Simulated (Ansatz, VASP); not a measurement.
# Cross-check of Ge (germanene) between VASP and Ansatz

One calculation is typed for both programs; each brings its own data sets and cutoff. How far apart do they land?

Method: plane waves, with VASP 6.6.1 beside it; band structure at PBE with D3(BJ), spin-orbit coupling, in Ansatz 0.2.0.

**1. Starting point**

The cell holds 2 atoms: 2 Ge. Cell: a = 4.037 Å, b = 4.037 Å, c = 22.000 Å, α = 90.0°, β = 90.0°, γ = 120.0°. Vacuum lies along c.

Coordinates:

```cif
data_structure
_symmetry_space_group_name_H-M 'P 1'
_symmetry_Int_Tables_number 1
_cell_length_a 4.0367
_cell_length_b 4.0367
_cell_length_c 22.0000
_cell_angle_alpha 90.000
_cell_angle_beta 90.000
_cell_angle_gamma 120.000
_cell_volume 310.47
loop_
_atom_site_label
_atom_site_type_symbol
_atom_site_fract_x
_atom_site_fract_y
_atom_site_fract_z
_atom_site_occupancy
Ge1 Ge 0.33333 0.66667 0.48413 1
Ge2 Ge 0.66667 0.33333 0.51587 1
```

**2. VASP: band structure, PBE with D3(BJ), spin-orbit coupling**

Levels along a path test the potential and the projectors away from the mesh points.

Lines of VASP's logs that name or quote its potential files are left out, and so is its time.

Input file INCAR:

```
SYSTEM = Ge
PREC = Normal
ENCUT = 350
EDIFF = 1E-06
NELM = 120
ISMEAR = 0
SIGMA = 0.03
LREAL = .FALSE.
ALGO = Fast
GGA = PE
IVDW = 12
LNONCOLLINEAR = .TRUE.
MAGMOM = 0 0 0 0 0 0
NBANDS = 20
GGA_COMPAT = .FALSE.
LASPH = .TRUE.
LSORBIT = .TRUE.
LWAVE = .FALSE.
LCHARG = .FALSE.
KPAR = 4
IDIPOL = 3
LDIPOL = .TRUE.
DIPOL = 0.5 0.5 0.5
```

Input file POSCAR:

```
Ge
1.0
    4.0367434961      0.0000000000      0.0000000000
   -2.0183717481      3.4959224162      0.0000000000
    0.0000000000      0.0000000000     22.0000000000
Ge
2
Direct
    0.3333333333      0.6666666667      0.4841343359
    0.6666666667      0.3333333333      0.5158656641
```

Input file KPOINTS:

```
Automatic mesh
0
Gamma
9 9 1
0 0 0
```

Input file KPOINTS_OPT:

```
Line mode
14
Line-mode
Reciprocal
  0.00000000   0.00000000   0.00000000 GAMMA
  0.50000000   0.00000000   0.00000000 M

  0.50000000   0.00000000   0.00000000 M
  0.33333333   0.33333333   0.00000000 K

  0.33333333   0.33333333   0.00000000 K
  0.00000000   0.00000000   0.00000000 GAMMA
```

Potentials, in the order of the species: Ge (PBE family, release 64).

Started as:

```sh
$ mpirun -np 4 vasp_ncl
```

Numbers of over 12 decimals in the logs are rounded to 6 here.

Output:

```text
[banner, memory and clock lines left out]
running    4 mpi-ranks, on    1 nodes
 distrk:  each k-point on    1 cores,    4 groups
 distr:  one band on    1 cores,    1 groups

 POSCAR found type information on POSCAR Ge
 POSCAR found :  1 types and       2 ions
 LDA part: xc-table for (Slater+PW92), standard interpolation
 POSCAR, INCAR and KPOINTS ok, starting setup
 FFT: planning ... GRIDC
 FFT: planning ... GRID_SOFT
 FFT: planning ... GRID
 WAVECAR not read
 entering main loop
       N       E                     dE             d eps       ncg     rms          rms(c)
DAV:   1     0.388377854690E+02    0.38838E+02   -0.15071E+03   480   0.359E+02
DAV:   2    -0.328898159941E+01   -0.42127E+02   -0.38458E+02   736   0.790E+01
DAV:   3    -0.807391325357E+01   -0.47849E+01   -0.47298E+01   600   0.314E+01
DAV:   4    -0.819040486170E+01   -0.11649E+00   -0.11619E+00   720   0.607E+00
DAV:   5    -0.819292661827E+01   -0.25218E-02   -0.25194E-02   644   0.874E-01    0.273E+00
RMM:   6    -0.810048415815E+01    0.92442E-01   -0.41269E-02   567   0.947E-01    0.165E+00
RMM:   7    -0.803658710146E+01    0.63897E-01   -0.12033E-01   625   0.168E+00    0.225E-01
RMM:   8    -0.803651419358E+01    0.72908E-04   -0.65300E-03   650   0.556E-01    0.140E-01
RMM:   9    -0.803290888491E+01    0.36053E-02   -0.20362E-03   641   0.285E-01    0.587E-02
RMM:  10    -0.803292018068E+01   -0.11296E-04   -0.53961E-04   675   0.130E-01    0.436E-02
RMM:  11    -0.803345468303E+01   -0.53450E-03   -0.71974E-04   644   0.108E-01    0.293E-02
RMM:  12    -0.803385617031E+01   -0.40149E-03   -0.34054E-04   663   0.758E-02    0.223E-02
RMM:  13    -0.803460263124E+01   -0.74646E-03   -0.54674E-05   688   0.383E-02    0.962E-03
RMM:  14    -0.803474947126E+01   -0.14684E-03   -0.26536E-05   696   0.231E-02    0.975E-03
RMM:  15    -0.803497583573E+01   -0.22636E-03   -0.17340E-05   678   0.160E-02    0.362E-03
RMM:  16    -0.803506500491E+01   -0.89169E-04   -0.92462E-06   659   0.105E-02    0.209E-03
RMM:  17    -0.803508357588E+01   -0.18571E-04   -0.12427E-06   613   0.406E-03    0.919E-04
RMM:  18    -0.803512050383E+01   -0.36928E-04   -0.23575E-06   626   0.451E-03    0.423E-04
RMM:  19    -0.803512116712E+01   -0.66328E-06   -0.17874E-07   544   0.137E-03
   1 F= -.83414144E+01 E0= -.83410595E+01  d E =-.709755E-03  mag=    -0.0000     0.0000    -0.0000
 Start KPOINTS_OPT (optional k-point list driver)
k-point batch [1-12\42]
       N       E                     dE             ncg
DAV:   1    -0.284140180519E+03   -0.10917E+04      480
DAV:   2    -0.692246990476E+03   -0.40811E+03      768
DAV:   3    -0.750972758688E+03   -0.58726E+02      596
DAV:   4    -0.752336049104E+03   -0.13633E+01      696
DAV:   5    -0.752373668633E+03   -0.37620E-01      632
DAV:   6    -0.752375459223E+03   -0.17906E-02      672
DAV:   7    -0.752375538696E+03   -0.79473E-04      620
DAV:   8    -0.752375543767E+03   -0.50709E-05      676
DAV:   9    -0.752375544019E+03   -0.25149E-06      492
[...]
k-point batch [37-42\42]
       N       E                     dE             ncg
DAV:   1     0.741947498139E+03   -0.27395E+03      240
DAV:   2     0.564056883980E+03   -0.17789E+03      380
DAV:   3     0.535738190072E+03   -0.28319E+02      340
DAV:   4     0.535059146833E+03   -0.67904E+00      328
DAV:   5     0.535046423059E+03   -0.12724E-01      312
DAV:   6     0.535045805130E+03   -0.61793E-03      344
DAV:   7     0.535045782318E+03   -0.22812E-04      324
DAV:   8     0.535045781007E+03   -0.13105E-05      304
DAV:   9     0.535045780958E+03   -0.49208E-07      220
```

OUTCAR, selected parts (step 2):

```text
ion  position               nearest neighbor table
   1  0.333  0.667  0.484-   2 2.43   2 2.43   2 2.43
   2  0.667  0.333  0.516-   1 2.43   1 2.43   1 2.43

  LATTYP: Found a hexagonal cell.
 ALAT       =     4.0367434961
 C/A-ratio  =     5.4499375601

 Subroutine GETGRP returns: Found 12 space group operations
 (whereof 12 operations were pure point group operations)

The static configuration has the point symmetry D_3d.

 Found     12 irreducible k-points:

   k-points           NKPTS =     12   k-points in BZ     NKDIM =     12   number of bands    NBANDS=     20

   dimension x,y,z NGX =    18 NGY =   18 NGZ =  108
   dimension x,y,z NGXF=    36 NGYF=   36 NGZF=  216

   ENCUT  =  350.0 eV  25.72 Ry    5.07 a.u.   6.16  6.16 33.56*2*pi/ulx,y,z

   NELECT =       8.0000    total number of electrons

 k-points in reciprocal lattice and weights: Automatic mesh
   0.00000000  0.00000000  0.00000000       0.012
   0.11111111  0.00000000  0.00000000       0.074
   0.22222222  0.00000000  0.00000000       0.074
   0.33333333  0.00000000  0.00000000       0.074
   0.44444444  0.00000000  0.00000000       0.074
   0.11111111  0.11111111  0.00000000       0.074
   0.22222222  0.11111111  0.00000000       0.148
   0.33333333  0.11111111  0.00000000       0.148
   0.44444444  0.11111111  0.00000000       0.074
   0.22222222  0.22222222  0.00000000       0.074
   0.33333333  0.22222222  0.00000000       0.148
   0.33333333  0.33333333  0.00000000       0.025

 dipolmoment           0.000000      0.000000     -0.000000 electrons x Angstroem

 average (electrostatic) potential at core
       1 -39.7878       2 -39.7878

 E-fermi :  -3.3100

 k-point     1 :       0.0000    0.0000    0.0000
  band No.  band energies     occupation
    ...
      4      -6.8354      1.00000
      5      -3.8299      1.00000
      6      -3.8299      1.00000
      7      -3.6353      1.00000
      8      -3.6353      1.00000
      9      -2.7481      0.00000
     10      -2.7481      0.00000
     11      -1.0239      0.00000
     12      -1.0239      0.00000
     13       0.5147      0.00000
    ...

 k-point     2 :       0.1111    0.0000    0.0000
  band No.  band energies     occupation
    ...
      4      -6.9594      1.00000
      5      -4.9311      1.00000
      6      -4.9311      1.00000
      7      -3.9972      1.00000
      8      -3.9972      1.00000
      9      -1.5807      0.00000
     10      -1.5807      0.00000
     11      -0.9655      0.00000
     12      -0.9655      0.00000
     13       0.4798      0.00000
    ...

 k-point     3 :       0.2222    0.0000    0.0000
  band No.  band energies     occupation
    ...
      4      -7.8623      1.00000
      5      -5.4618      1.00000
      6      -5.4618      1.00000
      7      -4.5259      1.00000
      8      -4.5259      1.00000
      9      -1.4080      0.00000
     10      -1.4080      0.00000
     11      -0.9096      0.00000
     12      -0.9096      0.00000
     13       1.0716      0.00000
    ...

 Edisp (eV)   -0.30629

  Total      -0.03639    -0.03639    -0.00604     0.00000    -0.00000     0.00000
  in kB      -0.18778    -0.18778    -0.03118     0.00000    -0.00000     0.00000
  external pressure =       -0.14 kB  Pullay stress =        0.00 kB

  energy-cutoff  :      350.00
  volume of cell :      310.47
      direct lattice vectors                 reciprocal lattice vectors
     4.036743496  0.000000000  0.000000000     0.247724435  0.143023769  0.000000000
    -2.018371748  3.495922416  0.000000000     0.000000000  0.286047538  0.000000000
     0.000000000  0.000000000 22.000000000     0.000000000  0.000000000  0.045454545

 POSITION                                       TOTAL-FORCE (eV/Angst)
 -----------------------------------------------------------------------------------
     -0.00000      2.33061     10.65096        -0.000000      0.000000      0.001134
      2.01837      1.16531     11.34904         0.000000     -0.000000     -0.001134
 -----------------------------------------------------------------------------------
    total drift:                               -0.000000      0.000000      0.000000

  FREE ENERGIE OF THE ION-ELECTRON SYSTEM (eV)
  ---------------------------------------------------
  free  energy   TOTEN  =        -8.3414144048 eV

  energy  without entropy=       -8.3407046499  energy(sigma->0) =       -8.34105953

 vacuum level on the upper side and lower side of the slab         1.153         1.153

 Spin-Orbit-Coupling matrix elements
 Ion:    1  E_soc:     -0.0131091
 Ion:    2  E_soc:     -0.0131091

[... 3 further parts left out ...]
```

The data set Ge keeps the semicore shell frozen, which is cheaper and a little less accurate.

(Continued in part 2 of 2.)

[Lines on the potential files, build, host, timing and source positions are cut from VASP's logs without a mark.]

[Logs are printed without paths, hosts, clocks, repeated set-up lines and the standing remarks that a program may print on its own settings, such as how far it seeks lower states.]

[Hosts, paths, dates, database ids (printed as entryN), source tags and the programs' standing remarks are cut or masked in the printed files.]
